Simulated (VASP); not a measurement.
Method: LDA (Ceperley-Alder, Perdew-Zunger), VASP's LDA PAW potentials (set 64) (plane waves; VASP 6.6.1).

VASP ran on this input.

### INCAR
```
SYSTEM = Rh
PREC = Accurate
ENCUT = 520
EDIFF = 1E-7
NELM = 100
ALGO = Normal
LREAL = .FALSE.
LASPH = .TRUE.
ISMEAR = 1
SIGMA = 0.1
LMAXMIX = 4
LWAVE = .FALSE.
LCHARG = .FALSE.
ISIF = 2
```

File POSCAR:
```
Rh
1
    0.0000000000     1.8970333067     1.8970333067
    1.8970333067     0.0000000000     1.8970333067
    1.8970333067     1.8970333067     0.0000000000
Rh
1
Direct
  0.0000000000   0.0000000000   0.0000000000
```

### KPOINTS
```
Automatic mesh
0
Gamma
17 17 17
0 0 0
```

POTCAR, in this order: Rh_pv (LDA.64 set). Program: vasp_std.

Q: Predict the energy per atom (σ→0), pressure, band gap (on the k-mesh).

A: 
```json
{
 "energy per atom (σ→0)": "-8.676 eV/atom",
 "band gap (on the k-mesh)": "none (metal, semimetal or under 0.01 eV)",
 "pressure": "-8.69 GPa"
}
```

### OSZICAR
```
...
DAV:   5    -0.924905642318E+01   -0.12562E-03   -0.12562E-03  4197   0.438E-01    0.108E+01
DAV:   6    -0.870167226871E+01    0.54738E+00   -0.12896E+00  3765   0.168E+01    0.356E+00
DAV:   7    -0.868109605374E+01    0.20576E-01   -0.19538E-02  4143   0.174E+00    0.174E+00
DAV:   8    -0.867582227765E+01    0.52738E-02   -0.45157E-03  3864   0.111E+00    0.169E-01
DAV:   9    -0.867570098294E+01    0.12129E-03   -0.13669E-04  4254   0.195E-01    0.421E-02
DAV:  10    -0.867570720520E+01   -0.62223E-05   -0.34231E-06  4032   0.263E-02    0.218E-03
DAV:  11    -0.867570719435E+01    0.10848E-07   -0.14249E-07  2973   0.531E-03
   1 F= -.86757072E+01 E0= -.86759604E+01  d E =0.759505E-03
```

The compound is Rh in the fcc structure. This cell is one point of a volume scan, at 1.03 of the reference volume.
